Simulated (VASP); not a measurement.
VASP runs on K (space group Im-3m) share one base input (PBE GGA, plane waves, VASP's PBE PAW potentials (set 64)) and change the settings named in each case.

### INCAR
```
GGA  =  PE
SIGMA  =  0.1   # width (eV)
SYSTEM  =  K
NELM  =  100   # most electronic steps
LCHARG  =  F
EDIFF  =  1E-6
LREAL  =  F
ALGO  =  Normal
PREC  =  Accurate
LWAVE  =  F
ENCUT  =  300
ISIF  =  2   # forces and stress, cell fixed
LASPH  =  T
ISMEAR  =  -1   # Fermi-Dirac
```

File POSCAR:
```
K
1
   -2.6808350000     2.6808350000     2.6808350000
    2.6808350000    -2.6808350000     2.6808350000
    2.6808350000     2.6808350000    -2.6808350000
K
1
Direct
  0.0000000000   0.0000000000   0.0000000000
```

### KPOINTS
```
Automatic mesh
0
Gamma
12 12 12
0 0 0
```

POTCAR, in this order: K_sv (PBE.64 set). Program: vasp_std.

| change | E(σ→0) (eV/atom) | pressure (GPa) | −TS (eV) |
|---|---|---|---|
| base run | -1.0436 | -0.26 | -0.0266 |
| IVDW = 10 | -1.0949 | -0.48 | -0.0266 |
| GGA = RP, IVDW = 10 (refused) | - | - | - |
| IVDW = 11 | -1.1675 | -0.41 | -0.0266 |
| GGA removed, IVDW = 11, LMIXTAU = .TRUE., METAGGA = R2SCAN (refused) | - | - | - |
| IVDW = 12 | -1.1517 | -0.50 | -0.0266 |
| GGA = RE, IVDW = 12 | -1.1343 | -0.41 | -0.0267 |
| IVDW = 13 | -1.1091 | -0.41 | -0.0266 |
| GGA removed, POTCAR K_sv (LDA.64 set) | -1.1366 | -0.69 | -0.0267 |
| GGA = PS | -1.1292 | -0.35 | -0.0266 |
| GGA = RP | -0.9336 | 0.01 | -0.0267 |
| GGA = RE | -0.9428 | -0.02 | -0.0267 |
| GGA removed, LMIXTAU = .TRUE., METAGGA = R2SCAN | -6.0077 | -0.19 | -0.0249 |
 Energies of different potentials or functionals have different zeros.  At 300 eV the pressure can carry a Pulay error.

Left out are runs that ran out of time, are held back, or changed the cell or the kind of run, fixed moments of cells without a moment, rows past the twelfth, gaps on odd meshes, pressures of charged cells and columns that move by less than the noise.

The structure comes from a computed database's K entry; how it stands against other phases isn't given here. The cell was not relaxed at this level, its lattice was scaled by up to 2.5 %.
